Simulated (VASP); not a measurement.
# Na4Y3N (Pm-3m) in VASP: notebook, part 2 of 2

VASP 6.6.1.

**3. Single point, PBE (species swapped into the LiMg3O4 type (Pm-3m, No. 221))**

INCAR

```
  PREC = Accurate
  ENCUT = 520
  EDIFF = 1E-6
  ISMEAR = 0
  SIGMA = 0.1
  LREAL = F
  LASPH = T
  NELM = 60
  ALGO = Normal
  ISIF = 2
  LWAVE = F
  LCHARG = F
  GGA = PE
  NBANDS = 43
```

KPOINTS

```
regular mesh
0
Gamma
  4 4 4
```

POSCAR

```
Na4Y3N
1.0
    6.1866822329      0.0000000000      0.0000000000
    0.0000000000      6.1866822329      0.0000000000
    0.0000000000      0.0000000000      6.1866822329
Na Y N
4 3 1
Direct
    0.5000000000      0.0000000000      0.0000000000
    0.5000000000      0.5000000000      0.5000000000
    0.0000000000      0.0000000000      0.5000000000
    0.0000000000      0.5000000000      0.0000000000
    0.0000000000      0.5000000000      0.5000000000
    0.5000000000      0.0000000000      0.5000000000
    0.5000000000      0.5000000000      0.0000000000
    0.0000000000      0.0000000000      0.0000000000
```

Potentials or basis: VASP PAW PBE potentials, release 64 (Na_pv, Y_sv, N).

The run is started by

```
$ cat potpaw_PBE.64/Na_pv/POTCAR potpaw_PBE.64/Y_sv/POTCAR potpaw_PBE.64/N/POTCAR > POTCAR
$ mpirun -np 1 vasp_std > vasp.out
```

OUTCAR:

```text
PREC = Accurate
   ENCUT = 520
   EDIFF = 1E-6
   ISMEAR = 0
   LREAL = F
   LASPH = T
   NELM = 60
   ISIF = 2
   GGA = PE

 ion  position               nearest neighbor table
   1  0.500  0.000  0.000-   6 3.09   7 3.09   6 3.09   7 3.09
   2  0.500  0.500  0.500-   5 3.09   6 3.09   7 3.09   7 3.09   6 3.09   5 3.09
   3  0.000  0.000  0.500-   5 3.09   6 3.09   5 3.09   6 3.09
   4  0.000  0.500  0.000-   5 3.09   7 3.09   5 3.09   7 3.09
   5  0.000  0.500  0.500-   2 3.09   3 3.09   4 3.09   4 3.09   3 3.09   2 3.09
   6  0.500  0.000  0.500-   1 3.09   2 3.09   3 3.09   1 3.09   2 3.09   3 3.09
   7  0.500  0.500  0.000-   1 3.09   2 3.09   4 3.09   2 3.09   1 3.09   4 3.09
   8  0.000  0.000  0.000-

  LATTYP: Found a simple cubic cell.
 ALAT       =     6.1866822329

  Lattice vectors:

 A1 = (   6.1866822329,   0.0000000000,   0.0000000000)
 A2 = (   0.0000000000,   6.1866822329,   0.0000000000)
 A3 = (   0.0000000000,   0.0000000000,   6.1866822329)

Analysis of symmetry for initial positions (statically):
=====================================================================
 Subroutine PRICEL returns:
 Original cell was already a primitive cell.

 Routine SETGRP: Setting up the symmetry group for a
 simple cubic supercell.

 Subroutine GETGRP returns: Found 48 space group operations
 (whereof 48 operations were pure point group operations)
 out of a pool of 48 trial point group operations.

The static configuration has the point symmetry O_h .

Analysis of symmetry for dynamics (positions and initial velocities):
=====================================================================
 Subroutine PRICEL returns:
 Original cell was already a primitive cell.

 Routine SETGRP: Setting up the symmetry group for a
 simple cubic supercell.

 Subroutine GETGRP returns: Found 48 space group operations
 (whereof 48 operations were pure point group operations)
 out of a pool of 48 trial point group operations.

The dynamic configuration has the point symmetry O_h .

 Subroutine INISYM returns: Found 48 space group operations
 (whereof 48 operations are pure point group operations),
 and found     1 'primitive' translations

----------------------------------------------------------------------------------------

                                     Primitive cell

  volume of cell :     236.7955

  direct lattice vectors                    reciprocal lattice vectors
     6.186682233  0.000000000  0.000000000     0.161637524  0.000000000  0.000000000
     0.000000000  6.186682233  0.000000000     0.000000000  0.161637524  0.000000000
     0.000000000  0.000000000  6.186682233     0.000000000  0.000000000  0.161637524

  length of vectors
     6.186682233  6.186682233  6.186682233     0.161637524  0.161637524  0.161637524

  position of ions in fractional coordinates (direct lattice)
     0.500000000  0.000000000  0.000000000
     0.500000000  0.500000000  0.500000000
     0.000000000  0.000000000  0.500000000
     0.000000000  0.500000000  0.000000000
     0.000000000  0.500000000  0.500000000
     0.500000000  0.000000000  0.500000000
     0.500000000  0.500000000  0.000000000
     0.000000000  0.000000000  0.000000000

  ion indices of the primitive-cell ions
   primitive index   ion index
                 1           1
                 2           2
[... 43 lines left out ...]
  0.500000  0.500000  0.250000      6.000000
  0.500000  0.500000  0.500000      1.000000
   k-points           NKPTS =     10   k-points in BZ     NKDIM =     10   number of bands    NBANDS=     43
   number of dos      NEDOS =    301   number of ions     NIONS =      8
   total plane-waves  NPLWV = 110592
   dimension x,y,z NGX =    48 NGY =   48 NGZ =   48
   dimension x,y,z NGXF=    96 NGYF=   96 NGZF=   96
   ions per type =               4   3   1
   NGX,Y,Z   is equivalent  to a cutoff of  12.90, 12.90, 12.90 a.u.
   NGXF,Y,Z  is equivalent  to a cutoff of  25.80, 25.80, 25.80 a.u.
 SYSTEM =  unknown system
   PREC   = accura    normal or accurate (medium, high low for compatibility)
   ISTART =      0    job   : 0-new  1-cont  2-samecut
   ICHARG =      2    charge: 1-file 2-atom 10-const
   ISPIN  =      1    spin polarized calculation?
   LNONCOLLINEAR =      F non collinear calculations
   LSORBIT =      F    spin-orbit coupling
   LASPH  =      T    aspherical Exc in radial PAW
   ENCUT  =  520.0 eV  38.22 Ry    6.18 a.u.  11.50 11.50 11.50*2*pi/ulx,y,z
   NELM   =     60;   NELMIN=  2; NELMDL= -5     # of ELM steps
   EDIFF  = 0.1E-05   stopping-criterion for ELM
   LREAL  =      F    real-space projection
   EDIFFG = 0.1E-04   stopping-criterion for IOM
   NSW    =      0    number of steps for IOM
   IBRION =     -1    ionic relax: 0-MD 1-quasi-New 2-CG
   NFREE  =      0    steps in history (QN), initial steepest desc. (CG)
   ISIF   =      2    stress and relaxation
   ISYM   =      2    0-nonsym 1-usesym 2-fastsym
   POTIM  = 0.5000    time-step for ionic-motion
   TEBEG  =    0.0;   TEEND  =   0.0 temperature during run
   PSTRESS=    0.0 pullay stress
   NELECT =      66.0000    total number of electrons
   NUPDOWN=      -1.0000    fix difference up-down
   EMIN   =  10.00;   EMAX   =-10.00  energy-range for DOS
   EFERMI =   0.00;   METHOD = LEGACY
   ISMEAR =     0;   SIGMA  =   0.10  broadening in eV -4-tet -1-fermi 0-gaus
   EFERMI_NEDOS =   21; number of points for ismear=-14 and -15
   IALGO  =     38    algorithm
   IMIX   =      4    mixing-type and parameters
     AMIX     =   0.40;   BMIX     =  1.00
     AMIX_MAG =   1.60;   BMIX_MAG =  1.00
  volume/ion in A,a.u.               =      29.60       199.75
  Fermi-wavevector in a.u.,A,eV,Ry     =   1.069379  2.020833 15.559235  1.143572
  Thomas-Fermi vector in A             =   2.205057
   LORBIT       =      0    0 simple, 1 ext, 2 COOP (PROOUT), +10 PAW based schemes
   GGA     = PE    functional components
   LHFCALC =     F    Hartree Fock is set to
   AEXX    =    0.0000 exact exchange contribution
   IVDW    =     0    specifies the selected vdW correction
   LEPSILON=     F    determine dielectric tensor
   LRPA    =     F    only Hartree local field effects (RPA)
 non-spin polarized calculation
 Gauss-broadening in eV      SIGMA  =   0.10
  energy-cutoff  :      520.00
  volume of cell :      236.80
 maximum number of plane-waves:      6432
 NGX is ok and might be reduce to    48
   NGX = 23   NGY = 23   NGZ = 23

 number of electron      66.0000075 magnetization

 Free energy of the ion-electron system (eV)
  ---------------------------------------------------
  ext. energy  EPLUGINS =         0.00000000
  ---------------------------------------------------
  free energy    TOTEN  =       -22.78635388 eV

  energy without entropy =      -22.75265994  energy(sigma->0) =      -22.76950691

 E-fermi :   1.4662     XC(G=0):  -8.1804

 val. band max:        1.4052890581   @ k =   0.5000   0.0000   0.0000
 cond. band min:       1.4844140596   @ k =   0.2500   0.2500   0.0000
 fundamental gap:      0.0791250015
 Fermi energy:         1.4661962088

 k-point     1 :       0.0000    0.0000    0.0000
  band No.  band energies     occupation
      1     -42.3743      2.00000
      2     -42.3705      2.00000
      3     -42.3705      2.00000
      4     -23.1526      2.00000
      5     -23.1526      2.00000
      6     -23.1526      2.00000
[... 449 lines left out ...]
     42       2.6780      0.00000
     43       3.2502      0.00000

------------------------ aborting loop because EDIFF is reached ----------------------------------------

  FORCE on cell =-STRESS in cart. coord.  units (eV):
  Direction    XX          YY          ZZ          XY          YZ          ZX
  --------------------------------------------------------------------------------------
  -------------------------------------------------------------------------------------
  Total       -0.0087731     -0.0087731     -0.0087731      0.0000000     -0.0000000      0.0000000
  in kB       -0.0593594     -0.0593594     -0.0593594      0.0000000     -0.0000000      0.0000000
  external PRESSURE =      -0.0593594 kB  Pullay stress =       0.0000000 kB

 VOLUME and BASIS-vectors are now :
 -----------------------------------------------------------------------------
  energy-cutoff  :      520.00
  volume of cell :      236.80
      direct lattice vectors                 reciprocal lattice vectors
     6.186682233  0.000000000  0.000000000     0.161637524  0.000000000  0.000000000
     0.000000000  6.186682233  0.000000000     0.000000000  0.161637524  0.000000000
     0.000000000  0.000000000  6.186682233     0.000000000  0.000000000  0.161637524

 POSITION                                       TOTAL-FORCE (eV/Angst)
 -----------------------------------------------------------------------------------
      3.09334      0.00000      0.00000         0.000000      0.000000      0.000000
      3.09334      3.09334      3.09334         0.000000      0.000000      0.000000
      0.00000      0.00000      3.09334         0.000000      0.000000      0.000000
      0.00000      3.09334      0.00000         0.000000      0.000000      0.000000
      0.00000      3.09334      3.09334         0.000000      0.000000      0.000000
      3.09334      0.00000      3.09334         0.000000      0.000000      0.000000
      3.09334      3.09334      0.00000         0.000000      0.000000      0.000000
      0.00000      0.00000      0.00000         0.000000      0.000000      0.000000
 -----------------------------------------------------------------------------------
    total drift:                                0.000000      0.000000      0.000000

  FREE ENERGIE OF THE ION-ELECTRON SYSTEM (eV)
  ---------------------------------------------------
  free  energy   TOTEN  =       -22.7863538845 eV

  energy  without entropy=      -22.7526599363  energy(sigma->0) =      -22.76950691
```

Wall time 95 s (1 thread of Intel Xeon Platinum 8559C (Emerald Rapids), shared host); peak memory 0.35 GiB.

Results:

* Free energy: -22.7864 eV
* Pressure: 0.0 GPa
* Band gap on the k mesh: none (metal or under the smearing width)
